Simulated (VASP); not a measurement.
# F2InCl in VASP: reference runs

Aim: a first look at F2InCl with PBE, on the cell as given.

Everything below comes from runs of VASP 6.6.1. Logs are shortened: lines on timing, memory, paths and dates and some standing lists are left out, and cuts for length are marked.

## Step 1: The structure

The cell holds a molecule in a box, 4 atoms: a = 12.000 Å, b = 12.000 Å, c = 13.000 Å, α = 90.00°, β = 90.00°, γ = 90.00°.

## Step 2: Single point, PBE

File INCAR:

```
SYSTEM = InClF2
ALGO = Normal
EDIFF = 1E-7
ENCUT = 520
GGA = PE
ISIF = 2
ISMEAR = 0
LASPH = .True.
LCHARG = .False.
LREAL = .False.
LWAVE = .False.
NBANDS = 25
NELM = 80
PREC = Accurate
SIGMA = 0.01
```

File KPOINTS:

```
k-points
0
Gamma
  1 1 1
  0 0 0
```

File POSCAR:

```
InClF2
1.0
   12.0000000000      0.0000000000      0.0000000000
    0.0000000000     12.0000000000      0.0000000000
    0.0000000000      0.0000000000     13.0000000000
F In Cl
2 1 1
Direct
    0.5742416700      0.5794000000      0.6204000000
    0.5945166700      0.3847916700      0.4487307700
    0.5291166700      0.5248083300      0.4877461500
    0.4076500000      0.6187083300      0.3848307700
```

Potentials or basis: VASP PAW PBE potentials, release 64 (F, In_d, Cl).

On the command line:

```console
> cat potpaw_PBE.64/F/POTCAR potpaw_PBE.64/In_d/POTCAR potpaw_PBE.64/Cl/POTCAR > POTCAR
> mpirun -np 1 vasp_gam > vasp.out
```

OUTCAR:

```text
SYSTEM = InClF2
   EDIFF = 1E-7
   ENCUT = 520
   GGA = PE
   ISIF = 2
   ISMEAR = 0
   LASPH = .True.
   LREAL = .False.
   NELM = 80
   PREC = Accurate

 ion  position               nearest neighbor table
   1  0.574  0.579  0.620-   3 1.92
   2  0.595  0.385  0.449-   3 1.92
   3  0.529  0.525  0.488-   2 1.92   1 1.92   4 2.28
   4  0.408  0.619  0.385-   3 2.28

  LATTYP: Found a simple tetragonal cell.
 ALAT       =    12.0000000000
 C/A-ratio  =     1.0833333333

  Lattice vectors:

 A1 = (  12.0000000000,   0.0000000000,   0.0000000000)
 A2 = (   0.0000000000,  12.0000000000,   0.0000000000)
 A3 = (   0.0000000000,   0.0000000000,  13.0000000000)

Analysis of symmetry for initial positions (statically):
=====================================================================
 Subroutine PRICEL returns:
 Original cell was already a primitive cell.

 Routine SETGRP: Setting up the symmetry group for a
 simple tetragonal supercell.

 Subroutine GETGRP returns: Found  1 space group operations
 (whereof  1 operations were pure point group operations)
 out of a pool of 16 trial point group operations.

The static configuration has the point symmetry C_1 .

Analysis of symmetry for dynamics (positions and initial velocities):
=====================================================================
 Subroutine PRICEL returns:
 Original cell was already a primitive cell.

 Routine SETGRP: Setting up the symmetry group for a
 simple tetragonal supercell.

 Subroutine GETGRP returns: Found  1 space group operations
 (whereof  1 operations were pure point group operations)
 out of a pool of 16 trial point group operations.

The dynamic configuration has the point symmetry C_1 .

 Subroutine INISYM returns: Found  1 space group operations
 (whereof  1 operations are pure point group operations),
 and found     1 'primitive' translations

----------------------------------------------------------------------------------------

                                     Primitive cell

  volume of cell :    1872.0000

  direct lattice vectors                    reciprocal lattice vectors
    12.000000000  0.000000000  0.000000000     0.083333333  0.000000000  0.000000000
     0.000000000 12.000000000  0.000000000     0.000000000  0.083333333  0.000000000
     0.000000000  0.000000000 13.000000000     0.000000000  0.000000000  0.076923077

  length of vectors
    12.000000000 12.000000000 13.000000000     0.083333333  0.083333333  0.076923077

  position of ions in fractional coordinates (direct lattice)
     0.574241670  0.579400000  0.620400000
     0.594516670  0.384791670  0.448730770
     0.529116670  0.524808330  0.487746150
     0.407650000  0.618708330  0.384830770

  ion indices of the primitive-cell ions
   primitive index   ion index
                 1           1
                 2           2
                 3           3
                 4           4

----------------------------------------------------------------------------------------

 KPOINTS: k-points

Automatic generation of k-mesh.
 Grid dimensions read from file:
 generate k-points for:    1    1    1

 Generating k-lattice:

  Cartesian coordinates                     Fractional coordinates (reciprocal lattice)
     0.083333333  0.000000000  0.000000000     1.000000000  0.000000000  0.000000000
     0.000000000  0.083333333  0.000000000     0.000000000  1.000000000  0.000000000
     0.000000000  0.000000000  0.076923077     0.000000000  0.000000000  1.000000000

  Length of vectors
     0.083333333  0.083333333  0.076923077

  Shift w.r.t. Gamma in fractional coordinates (k-lattice)
     0.000000000  0.000000000  0.000000000

 Subroutine IBZKPT returns following result:
 ===========================================

 Found      1 irreducible k-points:

 Following reciprocal coordinates:
            Coordinates               Weight
  0.000000  0.000000  0.000000      1.000000
   k-points           NKPTS =      1   k-points in BZ     NKDIM =      1   number of bands    NBANDS=     25
   number of dos      NEDOS =    301   number of ions     NIONS =      4
   total plane-waves  NPLWV = 793800
   dimension x,y,z NGX =    90 NGY =   90 NGZ =   98
   dimension x,y,z NGXF=   180 NGYF=  180 NGZF=  196
   ions per type =               2   1   1
   NGX,Y,Z   is equivalent  to a cutoff of  12.47, 12.47, 12.53 a.u.
   NGXF,Y,Z  is equivalent  to a cutoff of  24.94, 24.94, 25.06 a.u.
 SYSTEM =  InClF2
   PREC   = accura    normal or accurate (medium, high low for compatibility)
   ISTART =      0    job   : 0-new  1-cont  2-samecut
   ICHARG =      2    charge: 1-file 2-atom 10-const
   ISPIN  =      1    spin polarized calculation?
   LNONCOLLINEAR =      F non collinear calculations
   LSORBIT =      F    spin-orbit coupling
   LASPH  =      T    aspherical Exc in radial PAW
   ENCUT  =  520.0 eV  38.22 Ry    6.18 a.u.  22.31 22.31 24.17*2*pi/ulx,y,z
   NELM   =     80;   NELMIN=  2; NELMDL= -5     # of ELM steps
   EDIFF  = 0.1E-06   stopping-criterion for ELM
   LREAL  =      F    real-space projection
   EDIFFG = 0.1E-05   stopping-criterion for IOM
   NSW    =      0    number of steps for IOM
   IBRION =     -1    ionic relax: 0-MD 1-quasi-New 2-CG
   NFREE  =      0    steps in history (QN), initial steepest desc. (CG)
   ISIF   =      2    stress and relaxation
   ISYM   =      2    0-nonsym 1-usesym 2-fastsym
   POTIM  = 0.5000    time-step for ionic-motion
   TEBEG  =    0.0;   TEEND  =   0.0 temperature during run
   PSTRESS=    0.0 pullay stress
   NELECT =      34.0000    total number of electrons
   NUPDOWN=      -1.0000    fix difference up-down
   EMIN   =  10.00;   EMAX   =-10.00  energy-range for DOS
   EFERMI =   0.00;   METHOD = LEGACY
   ISMEAR =     0;   SIGMA  =   0.01  broadening in eV -4-tet -1-fermi 0-gaus
   EFERMI_NEDOS =   21; number of points for ismear=-14 and -15
   IALGO  =     38    algorithm
   IMIX   =      4    mixing-type and parameters
     AMIX     =   0.40;   BMIX     =  1.00
     AMIX_MAG =   1.60;   BMIX_MAG =  1.00
  volume/ion in A,a.u.               =     468.00      3158.22
  Fermi-wavevector in a.u.,A,eV,Ry     =   0.430328  0.813201  2.519552  0.185182
  Thomas-Fermi vector in A             =   1.398793
   LORBIT       =      0    0 simple, 1 ext, 2 COOP (PROOUT), +10 PAW based schemes
   GGA     = PE    functional components
   LHFCALC =     F    Hartree Fock is set to
   AEXX    =    0.0000 exact exchange contribution
   IVDW    =     0    specifies the selected vdW correction
   LEPSILON=     F    determine dielectric tensor
   LRPA    =     F    only Hartree local field effects (RPA)
 non-spin polarized calculation
 Gauss-broadening in eV      SIGMA  =   0.01
  energy-cutoff  :      520.00
  volume of cell :     1872.00
 maximum number of plane-waves:     25235
 NGX is ok and might be reduce to    90
   NGX = 45   NGY = 45   NGZ = 49

 number of electron      33.9999996 magnetization

 Free energy of the ion-electron system (eV)
  ---------------------------------------------------
  ext. energy  EPLUGINS =         0.00000000
  ---------------------------------------------------
  free energy    TOTEN  =       -14.11835552 eV

  energy without entropy =      -14.11835552  energy(sigma->0) =      -14.11835552

 E-fermi :  -8.0410     XC(G=0):  -0.7454

 val. band max:       -8.1079568378   @ k =   0.0000   0.0000   0.0000
 cond. band min:      -3.7859228217   @ k =   0.0000   0.0000   0.0000
 fundamental gap:      4.3220340160
 Fermi energy:        -8.0410049057

 k-point     1 :       0.0000    0.0000    0.0000
  band No.  band energies     occupation
      1     -28.2245      2.00000
      2     -28.1772      2.00000
      3     -21.3968      2.00000
      4     -20.2983      2.00000
      5     -20.2505      2.00000
      6     -20.1797      2.00000
[... 17 lines left out ...]
     24       0.9805      0.00000
     25       1.0765      0.00000

------------------------ aborting loop because EDIFF is reached ----------------------------------------

  FORCE on cell =-STRESS in cart. coord.  units (eV):
  Direction    XX          YY          ZZ          XY          YZ          ZX
  --------------------------------------------------------------------------------------
  -------------------------------------------------------------------------------------
  Total        0.5722900      1.3488281      1.4164310     -0.6275670      0.5391151      0.5066496
  in kB        0.4898024      1.1544134      1.2122722     -0.5371120      0.4614092      0.4336231
  external PRESSURE =       0.9521627 kB  Pullay stress =       0.0000000 kB

 VOLUME and BASIS-vectors are now :
 -----------------------------------------------------------------------------
  energy-cutoff  :      520.00
  volume of cell :     1872.00
      direct lattice vectors                 reciprocal lattice vectors
    12.000000000  0.000000000  0.000000000     0.083333333  0.000000000  0.000000000
     0.000000000 12.000000000  0.000000000     0.000000000  0.083333333  0.000000000
     0.000000000  0.000000000 13.000000000     0.000000000  0.000000000  0.076923077

 POSITION                                       TOTAL-FORCE (eV/Angst)
 -----------------------------------------------------------------------------------
      6.89090      6.95280      8.06520         0.217966      0.250527      0.673903
      7.13420      4.61750      5.83350         0.312095     -0.658710     -0.192406
      6.34940      6.29770      6.34070        -0.311482      0.241413     -0.282242
      4.89180      7.42450      5.00280        -0.218579      0.166770     -0.199254
 -----------------------------------------------------------------------------------
    total drift:                                0.000417      0.002937     -0.000399

  FREE ENERGIE OF THE ION-ELECTRON SYSTEM (eV)
  ---------------------------------------------------
  free  energy   TOTEN  =       -14.1183555164 eV

  energy  without entropy=      -14.1183555164  energy(sigma->0) =      -14.11835552
```

It took 4.1 min on 1 thread of Intel Xeon Platinum 8259CL at 2.50GHz (Skylake/Cascade Lake), shared host; peak memory 1.3 GiB.

Results:

```yaml
Free_energy: -14.1184 eV
Largest_force: 0.754 eV/Å
Gap_between_the_frontier_levels: 4.32 eV
```

Forces on the atoms (eV/Å):
```
F    0.218  0.251  0.674
F    0.312 -0.659 -0.192
In  -0.311  0.241 -0.282
Cl  -0.219  0.167 -0.199
```

Levels at points of the mesh, in eV from the valence-band top:
| k point | band 14 | band 15 | band 16 | band 17 | band 18 | band 19 | band 20 | band 21 |
| --- | --- | --- | --- | --- | --- | --- | --- | --- |
| (0.00, 0.00, 0.00) | -0.66 | -0.54 | -0.16 | 0.00 | 4.32 | 6.08 | 8.11 | 8.23 |

Caveat: spin-orbit coupling is left out, which moves the levels of the heavy elements.
